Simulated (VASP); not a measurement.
Output of a VASP run:

### OSZICAR
```
       N       E                     dE             d eps       ncg     rms          rms(c)
DAV:   1     0.959048717746E+02    0.95905E+02   -0.10112E+04  2972   0.142E+03
DAV:   2    -0.431834492557E+02   -0.13909E+03   -0.13544E+03  3480   0.346E+02
DAV:   3    -0.493309747449E+02   -0.61475E+01   -0.60980E+01  4876   0.632E+01
DAV:   4    -0.494702208892E+02   -0.13925E+00   -0.13938E+00  3785   0.899E+00
DAV:   5    -0.494740496758E+02   -0.38288E-02   -0.38338E-02  4582   0.113E+00    0.233E+01
DAV:   6    -0.405225183238E+02    0.89515E+01   -0.82025E+00  3985   0.262E+01    0.768E+00
DAV:   7    -0.404376155327E+02    0.84903E-01   -0.94507E-01  3671   0.107E+01    0.154E+00
DAV:   8    -0.403415584863E+02    0.96057E-01   -0.91538E-01  3557   0.969E+00    0.101E+00
DAV:   9    -0.404656729108E+02   -0.12411E+00   -0.39151E-02  4027   0.218E+00    0.798E-01
DAV:  10    -0.405859846371E+02   -0.12031E+00   -0.94361E-02  3464   0.370E+00    0.229E-01
DAV:  11    -0.406103074762E+02   -0.24323E-01   -0.48525E-03  3807   0.754E-01    0.156E-01
DAV:  12    -0.406246910280E+02   -0.14384E-01   -0.39022E-02  3154   0.193E+00    0.193E-01
DAV:  13    -0.406320519162E+02   -0.73609E-02   -0.34823E-03  3743   0.549E-01    0.111E-01
DAV:  14    -0.406345886174E+02   -0.25367E-02   -0.77117E-04  3309   0.252E-01    0.237E-02
DAV:  15    -0.406355694763E+02   -0.98086E-03   -0.80480E-04  3369   0.270E-01    0.213E-02
DAV:  16    -0.406355952527E+02   -0.25776E-04   -0.34298E-05  4317   0.548E-02    0.113E-02
DAV:  17    -0.406355930342E+02    0.22185E-05   -0.33234E-06  3774   0.159E-02    0.696E-03
DAV:  18    -0.406356001023E+02   -0.70681E-05   -0.62609E-06  3324   0.283E-02    0.241E-03
DAV:  19    -0.406356033458E+02   -0.32435E-05   -0.71576E-07  3674   0.117E-02    0.249E-03
DAV:  20    -0.406356037965E+02   -0.45063E-06   -0.22453E-07  2844   0.586E-03    0.232E-03
DAV:  21    -0.406356039670E+02   -0.17058E-06   -0.13711E-07  1928   0.389E-03    0.325E-04
DAV:  22    -0.406356041040E+02   -0.13701E-06   -0.38785E-08  1562   0.223E-03    0.296E-04
DAV:  23    -0.406356042693E+02   -0.16523E-06   -0.59703E-09  1567   0.670E-04    0.128E-04
DAV:  24    -0.406356042568E+02    0.12465E-07   -0.16096E-09  1547   0.406E-04
   1 F= -.40635604E+02 E0= -.40635604E+02  d E =0.000000E+00
       N       E                     dE             ncg
```

OUTCAR:
```
------------------------ aborting loop because EDIFF is reached ----------------------------------------
  FORCE on cell =-STRESS in cart. coord.  units (eV):
  Direction    XX          YY          ZZ          XY          YZ          ZX
  --------------------------------------------------------------------------------------
  Total        0.0618978      0.0618978     -0.1448777      0.0000000     -0.0000000     -0.0000000
  in kB        3.2121903      3.2121914     -7.5184393      0.0000000     -0.0000000     -0.0000000
  external PRESSURE =      -0.3646859 kB  Pullay stress =       0.0000000 kB
  volume of cell :       30.87
      direct lattice vectors                 reciprocal lattice vectors
     1.583040673 -2.741907344  0.000000000     0.315847854 -0.182354813  0.000000000
     1.583040673  2.741907344  0.000000000     0.315847854  0.182354813  0.000000000
     0.000000000  0.000000000  3.556392491     0.000000000  0.000000000  0.281183813
 POSITION                                       TOTAL-FORCE (eV/Angst)
 -----------------------------------------------------------------------------------
      0.00000      0.00000      0.00000        -0.000000     -0.000000      0.000000
      1.58304      0.91397      1.77820         0.000000      0.000000      0.000000
      1.58304     -0.91397      1.77820        -0.000000     -0.000000     -0.000000
 -----------------------------------------------------------------------------------
    total drift:                                0.000000     -0.000000      0.000000
  FREE ENERGIE OF THE ION-ELECTRON SYSTEM (eV)
  ---------------------------------------------------
  free  energy   TOTEN  =       -40.6356042568 eV

  energy  without entropy=      -40.6356042568  energy(sigma->0) =      -40.63560426

 total charge

# of ion       s       p       d       tot
------------------------------------------
    1        2.164   6.033   1.727   9.923
    2        0.679   1.239   0.000   1.919
    3        0.679   1.239   0.000   1.919
--------------------------------------------------
tot          3.522   8.512   1.727  13.761
```
(Selected blocks of OUTCAR.)

File POSCAR:
```
ZrB2
1
    1.5830406730    -2.7419073441     0.0000000000
    1.5830406730     2.7419073441     0.0000000000
    0.0000000000    -0.0000000000     3.5563924914
Zr B
1 2
Direct
  1.0000000000   1.0000000000   0.0000000000
  0.3333330000   0.6666670000   0.5000000000
  0.6666670000   0.3333330000   0.5000000000
```

Write an INCAR and KPOINTS that could have produced this output.

This is not unique; one that fits is the input of the run itself, r2SCAN meta-GGA, plane waves, VASP's PBE PAW potentials (set 64).

KPOINTS:
```
Automatic mesh
0
Gamma
12 12 10
0 0 0
```

### KPOINTS_OPT
```
k-points along high-symmetry lines
6
Line-mode
Reciprocal
  0.000000   0.000000   0.000000 ! GAMMA
 -0.000000   0.500000   0.000000 ! M

 -0.000000   0.500000   0.000000 ! M
 -0.333333   0.666667   0.000000 ! K

 -0.333333   0.666667   0.000000 ! K
  0.000000   0.000000   0.000000 ! GAMMA

  0.000000   0.000000   0.000000 ! GAMMA
  0.000000   0.000000   0.500000 ! A

  0.000000   0.000000   0.500000 ! A
 -0.000000   0.500000   0.500000 ! L

 -0.000000   0.500000   0.500000 ! L
 -0.333333   0.666667   0.500000 ! H

 -0.333333   0.666667   0.500000 ! H
  0.000000   0.000000   0.500000 ! A

 -0.000000   0.500000   0.500000 ! L
 -0.000000   0.500000   0.000000 ! M

 -0.333333   0.666667   0.500000 ! H
 -0.333333   0.666667   0.000000 ! K
```

INCAR:
```
SYSTEM  =  ZrB2
PREC  =  Accurate; ENCUT  =  520; LREAL  =  F
LASPH  =  T
EDIFF  =  1E-7; NELM  =  100; ALGO  =  Normal
LMAXMIX  =  4; LMIXTAU  =  T
ISMEAR  =  -5
METAGGA  =  R2SCAN
ISIF  =  2
LWAVE  =  F; LCHARG  =  F; LORBIT  =  11
NEDOS  =  601
LEFG  =  T
```

POTCAR, in this order: Zr_sv B (PBE.64 set). Program: vasp_std.

For a metal the tetrahedron method with Blöchl corrections gives inexact stress and forces.

The compound is ZrB2 in the AlB2 type structure. It was relaxed first.
